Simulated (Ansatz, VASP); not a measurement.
# One calculation of BaCd3Se4, two programs

```
Ba Cd Se
1.0
     4.59844    0.00000    0.00000
    -2.29922    3.98237    0.00000
     0.00000    0.00000   12.31539
Ba Cd Se
1 3 4
Cartesian
  2.2992 1.3275 0.0000
  2.2992 1.3275 6.1577
  0.0000 2.6549 3.4057
  0.0000 2.6549 8.9097
  0.0000 0.0000 1.8271
  0.0000 0.0000 7.5080
  0.0000 0.0000 4.8074
  0.0000 0.0000 10.4882
```

Change from the starting cell: species swapped into the AlNi4As3 type (P-6m2, No. 187).

Alike in both runs: functional PBE; k mesh 3 × 3 × 1; occupations gaussian, width 0.15 eV; no spin polarisation.

Ansatz relaxed the structure, and its values are those at the end. VASP's run is a single point on that final structure, the one shown.

|  | VASP | Ansatz |
| --- | --- | --- |
| version | VASP 6.6.1 | Ansatz 0.2.0 |
| potentials or method | VASP PAW PBE potentials, release 64 (Ba_sv, Cd, Se) | scalar-relativistic, plane waves, PAW |
| plane-wave cutoff (eV) | 520 | 420 |
| valence electrons in the cell | 70 | 134 |

|  | VASP | Ansatz | Ansatz less VASP |
| --- | --- | --- | --- |
| gap on the k mesh at the Fermi level (eV) | none | none | - |
| pressure (GPa) | 0.4 | 0.1 | -0.34 |
| rms of the force components (eV/Å) | 0.027 | 0.016 | -0.0110 |

A gap of «none» marks a metal or a gap that the smearing closes. With one functional, cell and mesh, what is left measures potentials, basis and numerics. The two sets of potentials don't hold the same shells in valence.

Caveats: the k mesh is coarse (spacing up to 0.53 Å⁻¹), so the values aren't converged. Spin-orbit coupling is left out, which matters for the levels of Ba.
